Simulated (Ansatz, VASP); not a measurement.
**Cs15K8Li18F41: VASP beside Ansatz**

Wanted: the spread between two codes on one cell, functional and k mesh. The structure shown is frame 39 of Ansatz's trajectory.

Program: Ansatz 0.2.0. Level of theory: plane waves, with VASP 6.6.1 beside it; single point at PBE. Results are calculated unless marked as measured.

## 1. The starting structure

The cell holds 82 atoms: 15 Cs, 8 K, 18 Li and 41 F. Its edges and angles: a = 13.143 Å, b = 13.143 Å, c = 13.143 Å, α = 90.0°, β = 90.0°, γ = 90.0°.

## 2. Ansatz: dynamics, PBE

Ansatz runs on its default PAW (the set named soft_2) files.

One frame of this run of dynamics is then solved in both programs, so the motion causes no difference.

input.yaml reads:

```yaml
crystal:
  lattice:
    - [13.143, 0.0, 0.0]
    - [0.0, 13.143, 0.0]
    - [0.0, 0.0, 13.143]
  atoms:
    - { symbol: Cs, position: [0.24308, 0.87362, 0.11323] }
    - { symbol: Cs, position: [0.04587, 0.62888, 0.46202] }
    - { symbol: Cs, position: [0.42832, 0.1151, 0.97479] }
    - { symbol: Cs, position: [0.83205, 0.81268, 0.29601] }
    - { symbol: Cs, position: [0.22099, 0.86114, 0.42251] }
    - { symbol: Cs, position: [0.38502, 0.59978, 0.27293] }
    - { symbol: Cs, position: [0.27776, 0.55772, 0.93649] }
    - { symbol: Cs, position: [0.00347, 0.89662, 0.61106] }
    - { symbol: Cs, position: [0.59242, 0.16431, 0.48615] }
    - { symbol: Cs, position: [0.31639, 0.7618, 0.75922] }
    - { symbol: Cs, position: [0.02608, 0.06996, 0.92185] }
    - { symbol: Cs, position: [0.74488, 0.84144, 0.97124] }
    - { symbol: Cs, position: [0.86307, 0.32412, 0.06186] }
    - { symbol: Cs, position: [0.37542, 0.35877, 0.79492] }
    - { symbol: Cs, position: [0.993, 0.3615, 0.75435] }
    - { symbol: K, position: [0.01871, 0.61273, 0.01683] }
    - { symbol: K, position: [0.53938, 0.93741, 0.56413] }
    - { symbol: K, position: [0.03711, 0.09425, 0.32831] }
    - { symbol: K, position: [0.48244, 0.48088, 0.51718] }
    - { symbol: K, position: [0.69906, 0.63303, 0.75968] }
    - { symbol: K, position: [0.82176, 0.5309, 0.19563] }
    - { symbol: K, position: [0.55186, 0.99132, 0.21839] }
    - { symbol: K, position: [0.82753, 0.45113, 0.58184] }
    - { symbol: Li, position: [0.23883, 0.26613, 0.50541] }
    - { symbol: Li, position: [0.68688, 0.10949, 0.98697] }
    - { symbol: Li, position: [0.62816, 0.44254, 0.27999] }
    - { symbol: Li, position: [0.79951, 0.12436, 0.28115] }
    - { symbol: Li, position: [0.14368, 0.39108, 0.0596] }
    - { symbol: Li, position: [0.69535, 0.20473, 0.76528] }
    - { symbol: Li, position: [0.12762, 0.13673, 0.65273] }
    - { symbol: Li, position: [0.38072, 0.30955, 0.20593] }
    - { symbol: Li, position: [0.29222, 0.07049, 0.6505] }
    - { symbol: Li, position: [0.28991, 0.09482, 0.32236] }
    - { symbol: Li, position: [0.46292, 0.78913, 0.9916] }
    - { symbol: Li, position: [0.28169, 0.51357, 0.57492] }
    - { symbol: Li, position: [0.11263, 0.27979, 0.22495] }
    - { symbol: Li, position: [0.68058, 0.62116, 0.43495] }
    - { symbol: Li, position: [0.62696, 0.56209, 0.99032] }
    - { symbol: Li, position: [0.59011, 0.35356, 0.99366] }
    - { symbol: Li, position: [0.84583, 0.08989, 0.72991] }
    - { symbol: Li, position: [0.58481, 0.28696, 0.19036] }
    - { symbol: F, position: [0.5016, 0.36102, 0.30107] }
    - { symbol: F, position: [0.50361, 0.47248, 0.93612] }
    - { symbol: F, position: [0.84467, 0.16356, 0.87087] }
    - { symbol: F, position: [0.57471, 0.9541, 0.04198] }
    - { symbol: F, position: [0.97307, 0.15697, 0.65271] }
    - { symbol: F, position: [0.39134, 0.91882, 0.66735] }
    - { symbol: F, position: [0.8469, 0.83275, 0.78734] }
    - { symbol: F, position: [0.47639, 0.29225, 0.0815] }
    - { symbol: F, position: [0.62288, 0.61759, 0.57479] }
    - { symbol: F, position: [0.67982, 0.21932, 0.27723] }
    - { symbol: F, position: [0.03909, 0.46572, 0.16588] }
    - { symbol: F, position: [0.80728, 0.11951, 0.13147] }
    - { symbol: F, position: [0.72088, 0.33259, 0.69044] }
    - { symbol: F, position: [0.71727, 0.42191, 0.40818] }
    - { symbol: F, position: [0.30038, 0.74084, 0.97438] }
    - { symbol: F, position: [0.05641, 0.44325, 0.94524] }
    - { symbol: F, position: [0.05848, 0.25871, 0.09057] }
    - { symbol: F, position: [0.17576, 0.99788, 0.27305] }
    - { symbol: F, position: [0.93131, 0.56434, 0.69872] }
    - { symbol: F, position: [0.35854, 0.11473, 0.17534] }
    - { symbol: F, position: [0.61634, 0.59238, 0.2922] }
    - { symbol: F, position: [0.35809, 0.16837, 0.7522] }
    - { symbol: F, position: [0.00995, 0.84443, 0.42538] }
    - { symbol: F, position: [0.69271, 0.07389, 0.70748] }
    - { symbol: F, position: [0.28882, 0.41174, 0.48157] }
    - { symbol: F, position: [0.28747, 0.426, 0.11076] }
    - { symbol: F, position: [0.17324, 0.22112, 0.33514] }
    - { symbol: F, position: [0.1479, 0.998, 0.74201] }
    - { symbol: F, position: [0.92961, 0.79994, 0.10227] }
    - { symbol: F, position: [0.83984, 0.62748, 0.41849] }
    - { symbol: F, position: [0.78063, 0.57858, 0.00967] }
    - { symbol: F, position: [0.40445, 0.05096, 0.40967] }
    - { symbol: F, position: [0.30132, 0.65478, 0.5144] }
    - { symbol: F, position: [0.28885, 0.56269, 0.72216] }
    - { symbol: F, position: [0.43241, 0.79084, 0.15821] }
    - { symbol: F, position: [0.75095, 0.98655, 0.36384] }
    - { symbol: F, position: [0.61788, 0.23712, 0.9102] }
    - { symbol: F, position: [0.66148, 0.41376, 0.12523] }
    - { symbol: F, position: [0.19609, 0.32596, 0.66208] }
    - { symbol: F, position: [0.21564, 0.12045, 0.53277] }
    - { symbol: F, position: [0.58363, 0.71062, 0.9508] }
kpoints:
  mp_grid: { grid: [1, 1, 1] }
hamiltonian:
  xc: pbe
scf:
  occupations: { method: gaussian, width: 0.05 }
output:
  forces: true
  stress: true
md:
  timestep: 1.0
  n_steps: 118
  ensemble: nvt_nose_hoover
  temperature: 400
  initial_velocities: maxwell_boltzmann
  seed: 7938
```

Command:

```
$ ansatz run input.yaml --threads 4 --pin off --max-ram 8192MiB --backend cpu --events-out ev --progress --plain --runs-dir out
```

Numbers of over 12 decimals in the logs are rounded to 6 here.

The program printed:

```text
Warning: md: disabling space-group detection — thermal motion breaks the input geometry's symmetry, so no spatial operation reduces the k-mesh or symmetrises the density; time reversal is kept, so that k and −k are solved as one point where they differ and the mesh holds both, and exact exchange and, on two spinor components, a DFT+U term hold to it where the run has them: on two components no moment then forms, and  [...]
Warning: output.stress: scf.convergence.dr2_threshold = 8.2e-8 eV (the default of an md: trajectory) is looser than the 8.2e-9 eV advised for a printed stress (1e-10 eV for each atom of the cell: 82). What an SCF threshold leaves in a stress goes as its square root, and in the free energy as the threshold itself, and one threshold admits the most on a small cell: [figures from the program's tests cut] Set scf.converg [...]
Engine: ansatz 0.2.0, x86_64-unknown-linux-gnu
Pseudopotentials: kind: paw
Pseudopotential: Cs, paw, valence charge 9, recommended cutoff 420 eV (normal), Cs.paw.azcp
Pseudopotential: K, paw, valence charge 9, recommended cutoff 420 eV (normal), K.paw.azcp
Pseudopotential: Li, paw, valence charge 3, recommended cutoff 420 eV (normal), Li.paw.azcp
Pseudopotential: F, paw, valence charge 7, recommended cutoff 420 eV (normal), F.paw.azcp
Functional definition: PBE
  parameter kappa = 0.804
  parameter beta = 0.066725
  exchange = pbe_x(kappa = kappa, mu = beta*pi^2/3)
  correlation = pbe_c(beta = beta)
Crystal: 82 atoms, lattice volume = 2270.301 Å³
Basis set: ecut = 420 eV, 44299 PW (Γ), exchange–correlation on 180×180×180 points (8 copies of the dense FFT grid, shifted against one another)
Bands: 356, of which v1, the nominal top of the filled ones, is band 274 counted from 1 (273 counted from 0)
Symmetry: 1 space group operations
k-points: 1
Non-local potential: Cs, projectors of the file, l = 0: 3, l = 1: 2, l = 2: 2, l = 3: 2
Non-local potential: K, projectors of the file, l = 0: 3, l = 1: 2, l = 2: 2
Non-local potential: Li, projectors of the file, l = 0: 3, l = 1: 2, l = 2: 1
Non-local potential: F, projectors of the file, l = 0: 2, l = 1: 2, l = 2: 1
PAW form: soft (Blöchl's): semilocal exchange-correlation on the pseudo side does not see the compensation charge
PAW one-centre angular grid: Cs, 194 points (default); XC on 64 Gauss nodes
PAW one-centre angular grid: K, 110 points (default); XC on 64 Gauss nodes
PAW one-centre angular grid: Li, 110 points (default); XC on 64 Gauss nodes
PAW one-centre angular grid: F, 110 points (default); XC on 64 Gauss nodes
Initial density: superposition of atomic densities (neutral atoms: chi_scale 0, normalization atom), corrected by the library's trained network
Initial wavefunctions: pseudopotential atomic-orbital guess
Functional: x = pbe(κ = 0.804, μ = 0.219515), c = pbe(β = 0.066725)
SCF iter   1: F=—  HF=-134281.184440 eV  |F-HF|=—  |Δ(HF+E_count)|=         —  Δρ=1.55e-3  dr2=1.07e-1  ethr=1.77e-3  ⟨swp⟩=6.0  Hψ=1561  notcnv=0  defer=64
preconditioner: auto → Resta (q_TF=auto, 2.153 Å⁻¹)  ε∞=3.2  [insulator: Δε(μ)=3.118 eV  Ē_g=10.393 eV  σ=0.050 eV  W_gap=1.00  n_scr=388 (ndim 8)  ℏωp=15.3 eV  f_vac=0.301  D(μ)=0.00/eV (n_scr^D=0)  ε∞_Penn≈3.2]
SCF iter   2: F=—  HF=-134281.166053 eV  |F-HF|=—  |Δ(HF+E_count)|=   1.84e-2  Δρ=8.86e-4  dr2=3.41e-2  ethr=1.96e-5  ⟨swp⟩=2.0  Hψ=652  notcnv=0  defer=76
SCF iter   3: F=—  HF=-134281.161011 eV  |F-HF|=—  |Δ(HF+E_count)|=   5.04e-3  Δρ=5.44e-4  dr2=1.38e-2  ethr=6.21e-6  ⟨swp⟩=2.0  Hψ=534  notcnv=0  defer=76
SCF iter   4: F=—  HF=-134281.157465 eV  |F-HF|=—  |Δ(HF+E_count)|=   3.55e-3  Δρ=1.74e-4  dr2=1.27e-3  ethr=2.52e-6  ⟨swp⟩=2.0  Hψ=483  notcnv=0  defer=76
SCF iter   5: F=—  HF=-134281.157319 eV  |F-HF|=—  |Δ(HF+E_count)|=   1.46e-4  Δρ=1.61e-4  dr2=4.38e-4  ethr=2.32e-7  ⟨swp⟩=2.0  Hψ=506  notcnv=0  defer=76
SCF iter   6: F=—  HF=-134281.157238 eV  |F-HF|=—  |Δ(HF+E_count)|=   8.11e-5  Δρ=4.52e-5  dr2=4.57e-5  ethr=7.99e-8  ⟨swp⟩=2.0  Hψ=528  notcnv=0  defer=76
[...]
md step   113: t =   113.00 fs  T =   750.3 K  F+E_penalty+E_count = -134288.06599096 eV  E_kin = 7.855940 eV  conserved = -134276.97439912 eV  P_inst = -0.5907 GPa  (3 SCF iters)
[...]
md step   114: t =   114.00 fs  T =   746.7 K  F+E_penalty+E_count = -134288.06859638 eV  E_kin = 7.817653 eV  conserved = -134276.97430124 eV  P_inst = -0.5659 GPa  (3 SCF iters)
[...]
md step   115: t =   115.00 fs  T =   742.3 K  F+E_penalty+E_count = -134288.06349013 eV  E_kin = 7.771413 eV  conserved = -134276.97416652 eV  P_inst = -0.5404 GPa  (3 SCF iters)
[...]
md step   116: t =   116.00 fs  T =   737.3 K  F+E_penalty+E_count = -134288.05340752 eV  E_kin = 7.720000 eV  conserved = -134276.97402028 eV  P_inst = -0.5150 GPa  (3 SCF iters)
[...]
md step   117: t =   117.00 fs  T =   732.2 K  F+E_penalty+E_count = -134288.04135186 eV  E_kin = 7.666450 eV  conserved = -134276.97388362 eV  P_inst = -0.4904 GPa  (4 SCF iters)
[...]
md step   118: t =   118.00 fs  T =   727.2 K  F+E_penalty+E_count = -134288.03018777 eV  E_kin = 7.613644 eV  conserved = -134276.97378394 eV  P_inst = -0.4673 GPa  (8 SCF iters)
SCF converged after 8 iterations
Free energy (F): -134288.030188 eV
Harris-Foulkes:  -134288.030188 eV  (|F-HF|=3.52e-9)
Internal energy: -134288.030188 eV  (E = F + TS)
E sigma→0 (E₀):  -134288.030188 eV
Fermi energy:    1.722881 eV
--- Per-component energies (eV) ---
  E_band       = -5666.151961
  E_kinetic    = 13048.258494
  E_local      = -53145.828362  (includes V_loc(G=0)·N_el)
  E_nonlocal   = 2962.107573
  E_hartree    = 21321.249037
  E_xc         = -7199.326492
  E_vxc        = -7705.041889  (∫ρ·V_xc dr)
  E_paw        = -90846.766350  (= ΣΔE_a)
  E_vpaw       = -3468.234565  (= ΣTr[D̂ρ^β])
  E_aug_tail   = 0.084606  (compensation charges beyond the density's cutoff)
  E_ewald      = -20427.808695
  E_smearing   = -0.000000  (= −TS)
  E_closure    = -0.000000  (closes the sum)
  Σ components = -134288.030188   (vs F -134288.030188, Δ=0.00e0)
--- Forces (eV/Å), atoms counted from 1 ---
  atom   1  Cs     0.11963948    -0.42210289    -0.17417317
  atom   2  Cs     0.05407132     0.25099951    -0.78086229
  atom   3  Cs     0.18903102    -0.04185464     0.13432134
  atom   4  Cs     0.41526736     0.04964875     0.15159915
  atom   5  Cs     0.13012417     0.16020186     0.11557049
  atom   6  Cs     0.05235712    -0.16636634     0.08617237
  atom   7  Cs     0.32232907     0.29113428    -0.05973740
  atom   8  Cs    -0.02596256     0.00882843    -0.07188554
  atom   9  Cs     0.22579864    -0.06896521    -0.24103350
  atom  10  Cs    -0.21843790    -0.26675449     0.46136212
  atom  11  Cs    -0.04663910     0.50418619    -0.24061105
  atom  12  Cs     0.00976899    -0.12452356     0.01850091
  atom  13  Cs    -0.45071876    -0.62045150    -0.25995774
  atom  14  Cs     0.12257703     0.15596026    -0.07539700
  atom  15  Cs    -0.10367774     0.03092955     0.24209791
  atom  16  K      1.67503705     0.27226675     0.18787808
  atom  17  K     -0.42274826     0.20978308    -0.17885428
  atom  18  K      0.00121814    -0.09434939     0.22572248
  atom  19  K     -0.33817594    -0.25162857    -0.49784026
  atom  20  K     -0.02672009    -0.42588495    -0.37205520
  atom  21  K     -0.02086754    -0.60839759    -0.86971206
  atom  22  K      0.47842903    -0.10438098    -0.58495279
  atom  23  K      0.31677919    -0.55480089    -0.12574000
  atom  24  Li     0.27115902    -0.86888330    -0.50601363
[...]
atom  75  F     -0.03837917     0.09516597    -0.67269938
  atom  76  F      0.07285114     0.33335236    -0.51309408
  atom  77  F     -0.22738483     0.28326012    -0.35720804
  atom  78  F      0.12910298    -0.54578320    -0.21746318
  atom  79  F     -0.07563873    -0.20872463    -0.24066104
  atom  80  F     -0.44521978     0.29277950     0.50073934
  atom  81  F      0.56941065    -0.38746627    -0.51949125
  atom  82  F      1.38857549    -1.15271153    -0.52942038
  max |Σ_I F_I| component: 7.43e-5 eV/Å
--- Stress (GPa, compression-positive) ---
       -0.691466      -0.083722      -0.352804
       -0.083722      -0.658406       0.206902
       -0.352804       0.206904      -1.140004
  P = ⅓ Tr σ = -0.8300 GPa (-8.300 kbar)
--- MD trajectory: 118 steps, t = 0.0 → 118.0 fs ---
  final state: T = 727.2 K   F+E_penalty+E_count = -134288.03018777 eV   E_kin = 7.613644 eV
  conserved energy: peak-to-peak 5.440e-3 eV (6.634e-5 eV/atom) over 118.0 fs
```

The column dr2 measures how far the density is from self-consistency, as an energy; F and HF (Harris–Foulkes) agree once it is small.

(Continued in part 2 of 2.)

[Lines on the potential files, build, host, timing and source positions are cut from VASP's logs without a mark.]

[Logs are printed without paths, hosts, clocks, repeated set-up lines and the standing remarks that a program may print on its own settings, such as how far it seeks lower states.]

[Hosts, paths, dates, database ids (printed as entryN), source tags and the programs' standing remarks are cut or masked in the printed files.]
